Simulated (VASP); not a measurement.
Computed with PBEsol GGA, VASP's PBE PAW potentials (set 64) (plane waves; VASP).

The input files of a VASP run:

### KPOINTS
```
k-points along high-symmetry lines
12
Line-mode
Reciprocal
  0.000000   0.000000   0.000000 ! GAMMA
  0.000000   0.000000  -0.500000 ! T

  0.000000   0.000000  -0.500000 ! T
 -0.328125   0.328125  -0.500000 ! H_2

 -0.343750   0.328125  -0.187500 ! H_0
  0.000000   0.500000   0.500000 ! L

  0.000000   0.500000   0.500000 ! L
  0.000000   0.000000   0.000000 ! GAMMA

  0.000000   0.000000   0.000000 ! GAMMA
 -0.335937   0.335938   0.000000 ! S_0

 -0.335937   0.328125  -0.343750 ! S_2
 -0.500000   0.000000  -1.000000 ! F

 -0.500000   0.000000  -1.000000 ! F
  0.000000   0.000000   0.000000 ! GAMMA
```

### INCAR
```
ALGO=Normal
EDIFF=1E-7
ENCUT=400
GGA=PS
ICHARG=11
ISMEAR=0
LASPH=.TRUE.
LCHARG=.FALSE.
LMAXMIX=4
LORBIT=11
LREAL=.FALSE.
LWAVE=.FALSE.
NELM=100
PREC=Accurate
SIGMA=0.05
SYSTEM=KNa3Br4
```

### POSCAR
```
KNa3Br4
4.2804750
  0.0000000000   0.7071067614   0.7071067614
  0.7071067614   0.0000000000   0.7071067614
  2.8459846769   2.8459846769  -0.0175576313
Na Br K
3 4 1
direct
  0.9837200426   0.9837200426   0.0122099681
  0.0000000000   0.0000000000   0.2500000000
  0.0162799574   0.0162799574   0.4877900319
  0.4921417178   0.4921417178   0.1308937116
  0.5078582822   0.5078582822   0.3691062884
  0.5261649442   0.5261649442   0.6053762918
  0.4738350558   0.4738350558   0.8946237082
  0.0000000000   0.0000000000   0.7500000000
```

POTCAR, in this order: Na_pv Br K_sv (PBE.64 set). Program: vasp_std. Read from the step before: CHGCAR.

Output

**OUTCAR**
```
 ion  position               nearest neighbor table
   1  0.984  0.984  0.012-
   2  0.000  0.000  0.250-
   3  0.016  0.016  0.488-
   4  0.492  0.492  0.131-
   5  0.508  0.508  0.369-
   6  0.526  0.526  0.605-   8 3.20   8 3.20   8 3.20
   7  0.474  0.474  0.895-   8 3.20   8 3.20   8 3.20
   8  0.000  0.000  0.750-   6 3.20   7 3.20   6 3.20   7 3.20   7 3.20   6 3.20
  LATTYP: Found a trigonal (rhomboedric) cell.
 ALAT       =    14.3249318266
 COS(alpha) =     0.9553554158
 Subroutine PRICEL returns:
 Original cell was already a primitive cell.
 Subroutine GETGRP returns: Found 12 space group operations
The static configuration has the point symmetry C_3v.
 The point group associated with its full space group is D_3d.
The dynamic configuration has the point symmetry C_3v.
 Subroutine INISYM returns: Found 12 space group operations
   k-points           NKPTS =     84   k-points in BZ     NKDIM =     84   number of bands    NBANDS=     34
   number of dos      NEDOS =    301   number of ions     NIONS =      8
   total plane-waves  NPLWV =  87808
   dimension x,y,z NGX =    28 NGY =   28 NGZ =  112
   dimension x,y,z NGXF=    56 NGYF=   56 NGZF=  224
   ions per type =               3   4   1
...
```

OSZICAR:
```
       N       E                     dE             d eps       ncg     rms          rms(c)
DAV:   1     0.508333824662E+03    0.50833E+03   -0.23261E+04  5856   0.139E+03
DAV:   2     0.291244401435E+02   -0.47921E+03   -0.46986E+03  6890   0.379E+02
DAV:   3    -0.220984370061E+02   -0.51223E+02   -0.51068E+02  7666   0.132E+02
DAV:   4    -0.238223434637E+02   -0.17239E+01   -0.17195E+01  7444   0.260E+01
DAV:   5    -0.239125955782E+02   -0.90252E-01   -0.90186E-01 10520   0.392E+00
DAV:   6    -0.239134964194E+02   -0.90084E-03   -0.90076E-03  7474   0.361E-01
DAV:   7    -0.239135264718E+02   -0.30052E-04   -0.30052E-04  8032   0.557E-02
DAV:   8    -0.239135284500E+02   -0.19782E-05   -0.19782E-05  9180   0.122E-02
DAV:   9    -0.239135285614E+02   -0.11135E-06   -0.11127E-06  6246   0.255E-03
DAV:  10    -0.239135285693E+02   -0.79308E-08   -0.79358E-08  5282   0.818E-04
   1 F= -.23913529E+02 E0= -.23913529E+02  d E =-.221172E-18
```

OUTCAR:
```
 val. band max:       -0.9173566555   @ k =   0.0000   0.0000   0.0000

 cond. band min:       3.1659222468   @ k =   0.0000   0.0000   0.0000



 k-point     1 :       0.0000    0.0000    0.0000
  band No.  band energies     occupation
      1     -28.6545      2.00000
      2     -22.2821      2.00000
      3     -22.2674      2.00000
      4     -22.2674      2.00000
      5     -22.2637      2.00000
      6     -22.2618      2.00000
      7     -22.2510      2.00000
      8     -22.2510      2.00000
      9     -22.2510      2.00000
     10     -22.2510      2.00000
     11     -13.7564      2.00000
     12     -13.6856      2.00000
     13     -13.5200      2.00000
     14     -13.4518      2.00000
     15     -12.1977      2.00000
     16     -12.1977      2.00000
     17     -11.9945      2.00000
     18      -2.8810      2.00000
     19      -2.1961      2.00000
     20      -1.9467      2.00000
     21      -1.2588      2.00000
     22      -1.2588      2.00000
     23      -1.1140      2.00000
     24      -1.1140      2.00000
     25      -1.1007      2.00000
     26      -1.1007      2.00000
     27      -0.9427      2.00000
     28      -0.9427      2.00000
     29      -0.9174      2.00000
     30       3.1659      0.00000
     31       4.6080      0.00000
     32       4.6393      0.00000
     33       5.1841      0.00000
     34       5.9449      0.00000

 k-point     2 :       0.0000    0.0000   -0.0455
  band No.  band energies     occupation
      1     -28.6545      2.00000
      2     -22.2819      2.00000
      3     -22.2674      2.00000
      4     -22.2674      2.00000
      5     -22.2636      2.00000
      6     -22.2618      2.00000
      7     -22.2510      2.00000
      8     -22.2510      2.00000
      9     -22.2510      2.00000
     10     -22.2510      2.00000
     11     -13.7569      2.00000
     12     -13.6846      2.00000
     13     -13.5213      2.00000
     14     -13.4510      2.00000
     15     -12.1977      2.00000
...
```

The density is held fixed in this step, so its total energy and stress have no physical meaning.

The structure was generated: KNa3Br4 was put into an ordered model structure (R-3m), which need not be its known phase. It was relaxed first.
